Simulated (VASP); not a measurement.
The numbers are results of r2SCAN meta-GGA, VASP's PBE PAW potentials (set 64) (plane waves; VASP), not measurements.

VASP input:

### INCAR
```
! general
SYSTEM  = PtSe2
PREC    = Accurate
ENCUT   = 480
LREAL   = .False.
LASPH   = .True.

! electronic loop
EDIFF   = 1E-7
NELM    = 100
ALGO    = Normal
LMAXMIX = 6
LMIXTAU = .True.

! smearing
ISMEAR  = 0
SIGMA   = 0.05

! functional
METAGGA = R2SCAN

! ions
ISIF    = 2

! output
LWAVE   = .False.
LCHARG  = .False.
```

### KPOINTS
```
kpoints
0
gamma
6 6 4
0 0 0
```

**POSCAR**
```
PtSe2
1
    1.8803208129    -3.2568114267     0.0000000000
    1.8803208129     3.2568114267     0.0000000000
    0.0000000000     0.0000000000     5.7628003830
Pt Se
1 2
Direct
  0.0000000000   0.0000000000   0.0000000000
  0.3333330000   0.6666670000   0.2291738785
  0.6666670000   0.3333330000   0.7708261215
```

POTCAR, in this order: Pt Se (PBE.64 set). Program: vasp_std.

Output of the run:

File OSZICAR:
```
       N       E                     dE             d eps       ncg     rms          rms(c)
DAV:   1     0.493986395704E+02    0.49399E+02   -0.96849E+03   720   0.121E+03
DAV:   2    -0.820443049458E+02   -0.13144E+03   -0.12817E+03   923   0.231E+02
DAV:   3    -0.876373583942E+02   -0.55931E+01   -0.55745E+01   867   0.532E+01
DAV:   4    -0.876833821106E+02   -0.46024E-01   -0.46008E-01   888   0.525E+00
DAV:   5    -0.876840086360E+02   -0.62653E-03   -0.62650E-03   909   0.573E-01    0.124E+01
DAV:   6    -0.832265629860E+02    0.44574E+01   -0.85638E+00   790   0.303E+01    0.847E+00
DAV:   7    -0.812358016111E+02    0.19908E+01   -0.13517E+00   727   0.133E+01    0.426E+00
DAV:   8    -0.813977535388E+02   -0.16195E+00   -0.51055E-01   790   0.512E+00    0.112E+00
DAV:   9    -0.814504629840E+02   -0.52709E-01   -0.82496E-02   748   0.313E+00    0.255E-01
DAV:  10    -0.814737054295E+02   -0.23242E-01   -0.33350E-02   741   0.171E+00    0.153E-01
DAV:  11    -0.814731870930E+02    0.51834E-03   -0.63541E-03   762   0.994E-01    0.112E-01
DAV:  12    -0.814751586403E+02   -0.19715E-02   -0.43745E-03   734   0.813E-01    0.624E-02
DAV:  13    -0.814766516163E+02   -0.14930E-02   -0.54184E-04   874   0.267E-01    0.198E-02
DAV:  14    -0.814767403385E+02   -0.88722E-04   -0.13091E-04   734   0.124E-01    0.120E-02
DAV:  15    -0.814768434758E+02   -0.10314E-03   -0.49420E-05   776   0.752E-02    0.200E-03
DAV:  16    -0.814768453050E+02   -0.18292E-05   -0.30818E-06   783   0.188E-02    0.165E-03
DAV:  17    -0.814768474698E+02   -0.21647E-05   -0.50349E-07   867   0.778E-03    0.839E-04
DAV:  18    -0.814768475604E+02   -0.90628E-07   -0.18743E-07   634   0.474E-03
   1 F= -.81476848E+02 E0= -.81476848E+02  d E =-.120417E-11
```

### OUTCAR
```
------------------------ aborting loop because EDIFF is reached ----------------------------------------
  FORCE on cell =-STRESS in cart. coord.  units (eV):
  Direction    XX          YY          ZZ          XY          YZ          ZX
  --------------------------------------------------------------------------------------
  Total       -1.5155858     -1.5155860     -1.0160072     -0.0000000     -0.0000000     -0.0000000
  in kB      -34.4035264    -34.4035316    -23.0631825     -0.0000000     -0.0000000     -0.0000000
  external PRESSURE =     -30.6234135 kB  Pullay stress =       0.0000000 kB
  volume of cell :       70.58
      direct lattice vectors                 reciprocal lattice vectors
     1.880320813 -3.256811427  0.000000000     0.265912070 -0.153524394  0.000000000
     1.880320813  3.256811427  0.000000000     0.265912070  0.153524394  0.000000000
     0.000000000  0.000000000  5.762800383     0.000000000  0.000000000  0.173526746
 POSITION                                       TOTAL-FORCE (eV/Angst)
 -----------------------------------------------------------------------------------
      0.00000      0.00000      0.00000        -0.000000     -0.000000     -0.000000
      1.88032      1.08561      1.32068         0.000000     -0.000000     -0.356662
      1.88032     -1.08561      4.44212        -0.000000      0.000000      0.356662
 -----------------------------------------------------------------------------------
    total drift:                               -0.000000     -0.000000      0.000000
  FREE ENERGIE OF THE ION-ELECTRON SYSTEM (eV)
  ---------------------------------------------------
  free  energy   TOTEN  =       -81.4768475604 eV

  energy  without entropy=      -81.4768475604  energy(sigma->0) =      -81.47684756
```
(Selected blocks of OUTCAR.)

The compound is PtSe2 in the 1T layered structure. This cell was strained or had an atom moved on purpose.
